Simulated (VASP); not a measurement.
These are PBEsol GGA, VASP's PBE PAW potentials (set 64) (plane waves; VASP) values and carry that method's errors.

VASP ran on this input.

**KPOINTS**
```
k-points along high-symmetry lines
12
Line-mode
Reciprocal
  0.000000   0.000000   0.000000 ! GAMMA
  0.000000   0.000000  -0.500000 ! T

  0.000000   0.000000  -0.500000 ! T
 -0.328125   0.328125  -0.500000 ! H_2

 -0.343750   0.328125  -0.187500 ! H_0
  0.000000   0.500000   0.500000 ! L

  0.000000   0.500000   0.500000 ! L
  0.000000   0.000000   0.000000 ! GAMMA

  0.000000   0.000000   0.000000 ! GAMMA
 -0.335938   0.335938   0.000000 ! S_0

 -0.335938   0.328125  -0.343750 ! S_2
 -0.500000   0.000000  -1.000000 ! F

 -0.500000   0.000000  -1.000000 ! F
  0.000000   0.000000   0.000000 ! GAMMA
```

**INCAR**
```
! general
SYSTEM  = AlIn3N4
PREC    = Accurate
ENCUT   = 520
LREAL   = F
LASPH   = T
ICHARG  = 11

! electronic loop
EDIFF   = 1E-7
NELM    = 100
ALGO    = Normal
LMAXMIX = 4

! smearing
ISMEAR  = 0
SIGMA   = 0.05

! functional
GGA     = PS

! output
LWAVE   = F
LCHARG  = F
LORBIT  = 11
```

### POSCAR
```
AlIn3N4
1
    0.0000000000     2.4149516911     2.4149516911
    2.4149516911    -0.0000000000     2.4149516911
    9.7163253337     9.7163253337    -0.0565185691
In N Al
3 4 1
Direct
  0.0163480021   0.0163480021   0.9877389984
  0.0004073292   0.0004073292   0.2496945030
  0.9856938542   0.9856938542   0.5107296093
  0.2544152427   0.2544152427   0.0591885679
  0.2394437015   0.2394437015   0.3204172238
  0.2247984753   0.2247984753   0.5814011435
  0.2751756401   0.2751756401   0.7936182699
  0.0037177547   0.0037177547   0.7472116840
```

POTCAR, in this order: In_d N Al (PBE.64 set). Program: vasp_std. Read from the step before: CHGCAR.

The resulting files:

### OSZICAR
```
       N       E                     dE             d eps       ncg     rms          rms(c)
DAV:   1     0.684350460174E+03    0.68435E+03   -0.29198E+04  6224   0.223E+03
DAV:   2     0.689046237659E+02   -0.61545E+03   -0.59846E+03  6390   0.556E+02
DAV:   3    -0.376525408151E+02   -0.10656E+03   -0.10173E+03  7501   0.220E+02
DAV:   4    -0.453863665053E+02   -0.77338E+01   -0.76182E+01  7976   0.579E+01
DAV:   5    -0.456308799749E+02   -0.24451E+00   -0.24417E+00  9280   0.103E+01
DAV:   6    -0.456374947905E+02   -0.66148E-02   -0.66137E-02  8955   0.146E+00
DAV:   7    -0.456376851065E+02   -0.19032E-03   -0.19031E-03  9691   0.262E-01
DAV:   8    -0.456376898713E+02   -0.47648E-05   -0.47653E-05  9036   0.422E-02
DAV:   9    -0.456376900323E+02   -0.16103E-06   -0.16110E-06  8814   0.739E-03
DAV:  10    -0.456376900366E+02   -0.43165E-08   -0.38923E-08  5026   0.148E-03
   1 F= -.45637690E+02 E0= -.45636267E+02  d E =-.284637E-02
```

**OUTCAR**
```
 val. band max:        6.5756833841   @ k =   0.0000   0.0000   0.0000

 cond. band min:       6.6574889613   @ k =   0.0000   0.0000   0.0000



 k-point     1 :       0.0000    0.0000    0.0000
  band No.  band energies     occupation
      1      -8.3534      2.00000
      2      -8.3252      2.00000
      3      -8.2885      2.00000
      4      -7.6654      2.00000
      5      -6.8402      2.00000
      6      -6.8402      2.00000
      7      -6.7629      2.00000
      8      -6.7629      2.00000
      9      -6.7131      2.00000
     10      -6.7130      2.00000
     11      -6.5152      2.00000
     12      -6.4551      2.00000
     13      -6.4551      2.00000
     14      -6.3695      2.00000
     15      -6.3695      2.00000
     16      -6.3286      2.00000
     17      -6.3286      2.00000
     18      -6.1972      2.00000
     19      -5.0958      2.00000
     20       0.3089      2.00000
     21       2.4559      2.00000
     22       3.1467      2.00000
     23       5.0467      2.00000
     24       5.0467      2.00000
     25       5.9875      2.00000
     26       5.9876      2.00000
     27       6.1886      2.00000
     28       6.1886      2.00000
     29       6.2256      2.00000
     30       6.5757      1.88770
     31       6.5757      1.88758
     32       6.6575      0.46758
     33       9.1080      0.00000
     34       9.3259      0.00000
     35      10.3616      0.00000
     36      13.1155      0.00000
     37      13.6955      0.00000

 k-point     2 :       0.0000    0.0000   -0.0455
  band No.  band energies     occupation
      1      -8.3532      2.00000
      2      -8.3252      2.00000
      3      -8.2885      2.00000
      4      -7.6654      2.00000
      5      -6.8402      2.00000
      6      -6.8402      2.00000
      7      -6.7629      2.00000
      8      -6.7629      2.00000
      9      -6.7130      2.00000
     10      -6.7130      2.00000
     11      -6.5227      2.00000
     12      -6.4551      2.00000
...
```

The density is held fixed in this step, so its total energy and stress have no physical meaning. Unless said otherwise, spin-orbit coupling is left out, though it shifts the bands of the heavy elements here.

The structure was generated: AlIn3N4 was put into an ordered model structure (R3m), which need not be its known phase. It was relaxed first.
